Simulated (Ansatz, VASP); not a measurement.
# Te (Tellurium): VASP beside Ansatz

Wanted: the spread between two codes on one cell, functional and k mesh. The cell is taken from a series of runs on this material, whose earlier steps may have relaxed, scaled, displaced or heated it; both programs get it as it stands.

Calculated with Ansatz 0.2.0; plane waves, with VASP 6.6.1 beside it; LDA.

## 1. Starting point

The structure is trigonal, space group P3_121 (No. 152). The conventional cell has a = 4.277 Å, b = 4.277 Å, c = 5.929 Å, α = 90.00°, β = 90.00°, γ = 120.00°. Nearest to Te lie 2 Te at 2.90 Å.

## 2. Ansatz: zone-centre phonons, LDA

Ansatz runs on its PAW soft_1 files.

Second derivatives magnify differences that forces hide, and they need a tight electronic threshold.

The input, input.yaml:

```yaml
crystal:
  lattice:
    - [4.2773779553, 0.0, 0.0]
    - [-2.1386889777, 3.7043179709, 0.0]
    - [0.0, 0.0, 5.9293064918]
  atoms:
    - { symbol: Te, position: [0.2862315165, 0.0, 0.3333333333] }
    - { symbol: Te, position: [0.0, 0.2862315165, 0.6666666667] }
    - { symbol: Te, position: [0.7137684835, 0.7137684835, 0.0] }
kpoints:
  mp_grid: { grid: [12, 12, 8] }
hamiltonian:
  xc: lda
  pseudopotentials: { kind: paw, azcp: { folder: soft_1 }, xc_functional: pbe }
scf:
  occupations: { method: methfessel_paxton, width: 0.2 }
output:
  eigenvalues: true
phonons:
  method: dfpt
```

Run with:

```
ansatz run input.yaml --threads 4 --pin off --max-ram 10240MiB --backend cpu --events-out ev --progress --plain --runs-dir out
```

Numbers of over 12 decimals in the logs are rounded to 6 here.

What it wrote:

```text
zone centre: on kpoints.mp_grid the ground state, and the responses unless they are solved on pairs of k-points, stand on 320 of the mesh's 1152 k-points, reduced under 2 symmetry operations, with k and −k counted as one. Each operation leaves every solved displacement unchanged or reverses it
Engine: ansatz 0.2.0, aarch64-unknown-linux-gnu
Pseudopotentials: kind: paw
Pseudopotential: Te, paw, valence charge 16, recommended cutoff 420 eV (normal), soft_1/Te.paw.azcp
Functional definition: SPW92
  exchange = slater_x
  correlation = pw_c
Crystal: 3 atoms, lattice volume = 93.948 Å³
Basis set: ecut = 420 eV, 1837 PW (Γ), exchange–correlation on 60×60×96 points (8 copies of the dense FFT grid, shifted against one another)
Bands: 29, of which v1, the nominal top of the filled ones, is band 24 counted from 1 (23 counted from 0)
Symmetry: 6 space group operations
k-points: 320 of 1152 (irreducible under 2 space group operations, time reversal used)
Non-local potential: Te, projectors of the file, l = 0: 2, l = 1: 2, l = 2: 2, l = 3: 1
PAW form: soft (Blöchl's): semilocal exchange-correlation on the pseudo side does not see the compensation charge
PAW frozen core: Te, regenerated for the run's functional, and the local potential with it (the file was generated under x = pbe(κ = 0.804, μ = 0.219515), c = pbe(β = 0.066725))
PAW one-centre angular grid: Te, 590 points (default); XC on 64 Gauss nodes
Initial density: superposition of atomic densities (chi_scale 0.1, normalization cell)
Initial wavefunctions: pseudopotential atomic-orbital guess
Functional: x = slater, c = lda
SCF iter   1: F=—  HF=-20481.851336 eV  |F-HF|=—  |Δ(HF+E_count)|=         —  Δρ=1.43e-2  dr2=1.34e-1  ethr=3.10e-3  ⟨swp⟩=8.8  Hψ=46029  notcnv=0
preconditioner: auto → Resta (q_TF=auto, 2.439 Å⁻¹)  ε∞=4.4  [insulator: Δε(μ)=0.196 eV  Ē_g=8.813 eV  σ=0.200 eV  W_gap=0.53  n_scr=22 (ndim 8)  ℏωp=16.3 eV  f_vac=0.001  D(μ)=-0.04/eV (n_scr^D=0)  ε∞_Penn≈4.4]
SCF iter   2: F=—  HF=-20481.824958 eV  |F-HF|=—  |Δ(HF+E_count)|=   2.64e-2  S|Δr|=    0.00e0  Δρ=8.09e-3  dr2=4.29e-2  ethr=2.80e-4  ⟨swp⟩=1.1  Hψ=11880  notcnv=0  defer=2
SCF iter   3: F=—  HF=-20481.815292 eV  |F-HF|=—  |Δ(HF+E_count)|=   9.67e-3  S|Δr|=    0.00e0  Δρ=7.15e-4  dr2=4.93e-4  ethr=8.94e-5  ⟨swp⟩=2.1  Hψ=13181  notcnv=0  defer=2
SCF iter   4: F=—  HF=-20481.815325 eV  |F-HF|=—  |Δ(HF+E_count)|=   3.31e-5  S|Δr|=    0.00e0  Δρ=2.12e-4  dr2=4.97e-5  ethr=1.03e-6  ⟨swp⟩=3.0  Hψ=18426  notcnv=0  defer=2
SCF iter   5: F=—  HF=-20481.815328 eV  |F-HF|=—  |Δ(HF+E_count)|=   2.94e-6  S|Δr|=    0.00e0  Δρ=6.74e-5  dr2=5.72e-6  ethr=1.03e-7  ⟨swp⟩=2.1  Hψ=14400  notcnv=0  defer=2
SCF iter   6: F=—  HF=-20481.815329 eV  |F-HF|=—  |Δ(HF+E_count)|=   7.22e-7  S|Δr|=    0.00e0  Δρ=1.53e-5  dr2=1.89e-7  ethr=1.19e-8  ⟨swp⟩=2.2  Hψ=16392  notcnv=0  defer=2
SCF iter   7: F=—  HF=-20481.815327 eV  |F-HF|=—  |Δ(HF+E_count)|=   1.66e-6  S|Δr|=    0.00e0  Δρ=2.17e-6  dr2=4.07e-9  ethr=3.94e-10  ⟨swp⟩=2.1  Hψ=11734  notcnv=0  defer=2
SCF iter   8: F=—  HF=-20481.815327 eV  |F-HF|=—  |Δ(HF+E_count)|=   1.70e-9  S|Δr|=    0.00e0  Δρ=5.89e-7  dr2=2.36e-10  ethr=8.48e-12  ⟨swp⟩=2.0  Hψ=16975  notcnv=0  defer=2
SCF iter   9: F=-20481.815327 eV  HF=-20481.815327 eV  |F-HF|=3.64e-12  |Δ(HF+E_count)|=  2.55e-11  S|Δr|=    0.00e0  Δρ=1.10e-7  dr2=9.15e-12  ethr=1.00e-12  ⟨swp⟩=8.4  Hψ=57771  notcnv=0
SCF 1 converged in 9 iterations: F = -20481.815327 eV  dr2 = 9.15e-12
  greatest PAW one-centre occupation: 0.999 electrons in one spin orbital (limit 2), on the Te atom at site 0 (counted from 0), in its partial waves of l = 2
DFPT response loops at Γ: preconditioner auto → Kerker (q_TF=auto, 2.439 Å⁻¹) (partly filled bands, converged f_vac=0.009); β = 1.00, the filter's whole step (`scf.mixing.beta` (0.50) is not read by the response loops under this deck's `scf.mixing.preconditioner`; to damp them name `kerker` or `kerker_dos`, under which they read `scf.mixing.beta`, and type it under 1.00, their step now; both keys bind the ground state too); Broyden in place of MSR1
SCF converged after 9 iterations
Stability not checked: this state was not tested for a lower state beside it, because cold or Methfessel-Paxton smearing, or corrected tetrahedra, fill the levels in a way that the test cannot read (fill_not_monotonic; see scf.lower_state_search)
Free energy (F): -20481.815327 eV
Harris-Foulkes:  -20481.815327 eV  (|F-HF|=3.64e-12)
Internal energy: -20481.818950 eV  (E = F + TS)
E sigma→0 (E₀):  -20481.816233 eV
Entropy (-TS):   0.003623 eV (1.208 meV/atom)
Fermi energy:    9.763373 eV
Step filling:    the computed levels leave a gap of 0.0000 eV = 0.0 smearing widths at the electron count; against every level under it full and every level over it empty, smearing changes F+E_penalty+E_count by +0.507 meV and its σ→0 estimate by -0.399 meV
--- Per-component energies (eV) ---
  E_band       = -757.392644
  E_kinetic    = 520.337723
  E_local      = -4679.073074  (includes V_loc(G=0)·N_el)
  E_nonlocal   = 210.570220
  E_hartree    = 2342.025916
  E_xc         = -367.952286
  E_vxc        = -309.914786  (∫ρ·V_xc dr)
  E_paw        = -13549.540058  (= ΣΔE_a)
  E_vpaw       = -1183.364604  (= ΣTr[D̂ρ^β])
  E_aug_tail   = 0.000216  (compensation charges beyond the density's cutoff)
  E_ewald      = -4960.223535
  E_core_change = 2.035927  (= ΣΔE_core)
  E_smearing   = 0.003623  (= −TS)
  E_closure    = -0.000000  (closes the sum)
  Σ components = -20481.815327   (vs F -20481.815327, Δ=0.00e0)
--- Band table (eV; the first three rows and the last of 320) ---
  k-point 0: bands = [... 20 lower, 7.1259, 7.9213, 7.9213, 8.5463, 10.7432, 10.7432, 11.4331, 14.5837, ... 1 higher]
  k-point 1: bands = [... 20 lower, 7.2520, 7.9865, 8.1090, 8.5764, 10.5993, 10.6284, 11.2588, 14.1199, ... 1 higher]
  k-point 2: bands = [... 20 lower, 7.2109, 8.1739, 8.4494, 8.6651, 10.2893, 10.3508, 10.8435, 13.7242, ... 1 higher]
  k-point 319: bands = [... 20 lower, 4.9239, 8.1992, 8.5691, 9.4569, 10.3456, 11.2784, 11.3356, 14.6633, ... 1 higher]
--- Phonons (Γ-DFPT): 3 representative perturbations + reference, on 320 of 1152 k-points (Σ response iterations 9) ---
  k mesh reduced under 2 symmetry operations, with k and −k counted as one. Each operation leaves every solved displacement unchanged or reverses it
  ASR residual: 1.141e-4 → 0.000e0 eV/Å²; symmetrization residual: 3.755e-6 eV/Å²
  ASR residual per site (eV/Å²): 1.14e-4 1.14e-4 1.14e-4
  Γ frequencies (cm⁻¹): 0.00 0.00 0.00 81.42 81.42 89.73 96.81 126.69 126.69
  non-analytic LO–TO correction: not included (Born effective charges unavailable; polar crystals: no LO–TO splitting at Γ)
```

(Part 1 of 2 ends here.)

[Lines on the potential files, build, host, timing and source positions are cut from VASP's logs without a mark.]

[Logs are printed without paths, hosts, clocks, repeated set-up lines and the standing remarks that a program may print on its own settings, such as how far it seeks lower states.]

[Hosts, paths, dates, database ids (printed as entryN), source tags and the programs' standing remarks are cut or masked in the printed files.]
